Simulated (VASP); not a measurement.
Runs of VASP 6.6.1 on Pt. The structure is cubic, space group Fm-3m (No. 225). Conventional cell: a = 3.943 Å, b = 3.943 Å, c = 3.943 Å, α = 90.00°, β = 90.00°, γ = 90.00°. Pt (site symmetry m-3m) has 12 Pt at 2.79 Å as nearest neighbours. 

```tsv
task	level	potentials or basis	cell	k mesh	cutoff (eV)	mesh quality	gap on the mesh (eV)	pressure (GPa)	relaxed volume (Å³/atom)
relaxation of cell and atoms	PBEsol	VASP PAW PBE potentials, release 64 (Pt)	relaxed	18 × 18 × 18	300	not flagged	none	0.0	(b)
relaxation of cell and atoms	RPBE	VASP PAW PBE potentials, release 64 (Pt)	relaxed	18 × 18 × 18	600	not flagged	none	0.0	15.89
relaxation of cell and atoms	PBEsol	VASP PAW PBE potentials, release 64 (Pt)	relaxed	18 × 18 × 18	600	not flagged	none	0.0	15.02
relaxation of cell and atoms	PBEsol	VASP PAW PBE potentials, release 64 (Pt)	relaxed	6 × 6 × 6	600	coarse	none	0.0	14.88
single point	PBEsol	VASP PAW PBE potentials, release 64 (Pt)	as given	18 × 18 × 18	520	not flagged	none	(a)	-
relaxation of cell and atoms	LDA	VASP PAW LDA potentials, release 64 (Pt)	relaxed	18 × 18 × 18	600	not flagged	none	0.0	14.80
relaxation of cell and atoms	PBEsol	VASP PAW PBE potentials, release 64 (Pt)	relaxed	18 × 18 × 18	580	not flagged	none	0.0	15.02
relaxation of cell and atoms	PBEsol	VASP PAW PBE potentials, release 64 (Pt)	relaxed	18 × 18 × 18	480	not flagged	none	0.0	15.02
```

Alike in all rows: no spin polarisation; smearing gaussian 0.1 eV.

Task: Estimate the missing entries.

Result: (a) -5.6; (b) 14.98.

Caveats: some runs use coarse meshes; the PAW data sets were made with another functional, which shifts forces and pressure a little (some runs).

A k mesh can miss the band edges, and the runs leave out spin-orbit coupling on Pt.

A gap of «none» marks a metal or a gap under the smearing width.

Runs at the PBE level aren't shown here.
